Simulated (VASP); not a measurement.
Given:

```
Bi2CaMg2
1.0
    4.73831     0.00000     0.00000
   -2.36916     4.10350     0.00000
    0.00000     0.00000     7.58236
Ca Mg Bi
1 2 2
Direct
  0.00000   0.00000   0.00000
  0.66667   0.33333   0.37082
  0.33333   0.66667   0.62918
  0.33333   0.66667   0.23738
  0.66667   0.33333   0.76262
```

All values below come from PBEsol GGA, VASP's PBE PAW potentials (set 64) (plane waves; VASP 6.6.1). Numerical set-up: 400 eV cut-off, 6×6×4 Γ-centred mesh, tetrahedra with Blöchl corrections, potentials Ca_sv Mg Bi_d.

Unless said otherwise, spin-orbit coupling is left out, though it shifts the bands of the heavy elements here.

**Question.** Estimate the energy per atom (σ→0), band gap (on the k-mesh) with the smallest direct gap where there is one.

**Answer.** 
| Property | Value |
|---|---|
| band gap (on the k-mesh) | 0.49 eV |
| smallest direct gap (on the k-mesh) | 0.49 eV |
| energy per atom (σ→0) | -3411 meV/atom |

The structure comes from a computed database's Bi2CaMg2 entry (P-3m1); how it stands against other phases isn't given here. It was relaxed first.
